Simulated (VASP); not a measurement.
Here is a VASP 6.6.1 calculation.

INCAR

```
ALGO = Fast ; EDIFF = 1E-8
ENCUT = 520 ; GGA = PE
ISIF = 2 ; ISMEAR = -1
LASPH = True ; LCHARG = False
LEFG = True ; LREAL = Auto
LWAVE = False ; NBANDS = 96
NELECT = 144.0 ; NELM = 100
PREC = Accurate ; SIGMA = 0.01
```

File KPOINTS:

```
k-points
0
Gamma
  3 3 3
```

File POSCAR:

```
B18SeN17
1.0
    7.4947200000      0.0000000000      0.0000000000
   -3.7473600000      6.4906179144      0.0000000000
    0.0000000000      0.0000000000      6.6357000000
B Se N
18 1 17
Direct
    0.1111111111      0.2222222222      0.2500000000
    0.1111111111      0.5555555556      0.2500000000
    0.1111111111      0.8888888889      0.2500000000
    0.4444444444      0.2222222222      0.2500000000
    0.4444444444      0.5555555556      0.2500000000
    0.4444444444      0.8888888889      0.2500000000
    0.7777777778      0.2222222222      0.2500000000
    0.7777777778      0.5555555556      0.2500000000
    0.7777777778      0.8888888889      0.2500000000
    0.2222222222      0.1111111111      0.7500000000
    0.2222222222      0.4444444444      0.7500000000
    0.2222222222      0.7777777778      0.7500000000
    0.5555555556      0.1111111111      0.7500000000
    0.5555555556      0.4444444444      0.7500000000
    0.5555555556      0.7777777778      0.7500000000
    0.8888888889      0.1111111111      0.7500000000
    0.8888888889      0.4444444444      0.7500000000
    0.8888888889      0.7777777778      0.7500000000
    0.1111111111      0.2222222222      0.7500000000
    0.1111111111      0.5555555556      0.7500000000
    0.1111111111      0.8888888889      0.7500000000
    0.4444444444      0.2222222222      0.7500000000
    0.4444444444      0.5555555556      0.7500000000
    0.4444444444      0.8888888889      0.7500000000
    0.7777777778      0.2222222222      0.7500000000
    0.7777777778      0.5555555556      0.7500000000
    0.7777777778      0.8888888889      0.7500000000
    0.2222222222      0.1111111111      0.2500000000
    0.2222222222      0.4444444444      0.2500000000
    0.2222222222      0.7777777778      0.2500000000
    0.5555555556      0.1111111111      0.2500000000
    0.5555555556      0.4444444444      0.2500000000
    0.5555555556      0.7777777778      0.2500000000
    0.8888888889      0.1111111111      0.2500000000
    0.8888888889      0.4444444444      0.2500000000
    0.8888888889      0.7777777778      0.2500000000
```

Potentials or basis: VASP PAW PBE potentials, release 64 (B, Se, N).

Command:

```console
$ cat potpaw_PBE.64/B/POTCAR potpaw_PBE.64/Se/POTCAR potpaw_PBE.64/N/POTCAR > POTCAR
$ mpirun -np 1 vasp_std > vasp.out
```

(1) Predict the band gap on the k mesh.

(2) What does it give for the largest force?

Results:

(1) 2.64 eV, indirect (least direct gap 3.01 eV).

(2) 29.869 eV/Å.

Caveat: the cell carries a net charge on a neutralising background, which shifts energy and pressure; the cell is charged against a uniform background, so pressure and absolute levels hang on convention.
